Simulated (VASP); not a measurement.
# ZnCdSe$_{2}$ (space group P3m1): computed properties

These are LDA (Ceperley-Alder, Perdew-Zunger), VASP's LDA PAW potentials (set 64) (plane waves; VASP 6.6.1) values and carry that method's errors.

```yaml
space_group: P3m1 (156)
cell: a = b = 4.074 Å, c = 6.757 Å, α = β = 90.00°, γ = 120.00°
volume_per_atom: 24.28 Å³/atom
band gap (over mesh and band path): 0.63 eV
smallest direct gap (over mesh and band path): 0.63 eV
hill_bulk_modulus: 62.8 GPa
hill_shear_modulus: 21.0 GPa
Poisson's ratio: 0.350
band_edge_character: direct, Γ to Γ
density: 5.74 g/cm³
optical Γ-point spectrum: 41 (×2), 153, 191 (×2), 194, 196 (×2), 221 cm⁻¹
C11: 88.7 GPa
C12: 49.6 GPa
C13: 43.5 GPa
C33: 117 GPa
C44: 17.8 GPa
C66: 19.5 GPa
```

CdZnSe2 is taken in the trigonal space group P3m1 (No. 156), Pearson symbol hP4. Lattice parameters: a = b = 4.074 Å, c = 6.757 Å, α = β = 90.00°, γ = 120.00°. Zn on 1a is surrounded by 4 Se at 2.407–2.462 Å (tetrahedral). Cd on 1c is coordinated by 4 Se at 2.568–2.592 Å (tetrahedral). Se1 on 1c has 3 Zn at 2.462 Å and 1 Cd at 2.592 Å (tetrahedral). Se2 on 1a has 1 Zn at 2.407 Å and 3 Cd at 2.568 Å (tetrahedral). (Neighbours: up to the widest gap in distance over summed covalent radii, below 1.35, at either atom; cation-cation and far metal-metal contacts left out.)

The structure comes from a computed database's ZnCdSe2 entry (P3m1); how it stands against other phases isn't given here. It was relaxed first, which changed the volume by -9 %. Symmetry was kept, so distortions that lower it aren't found.
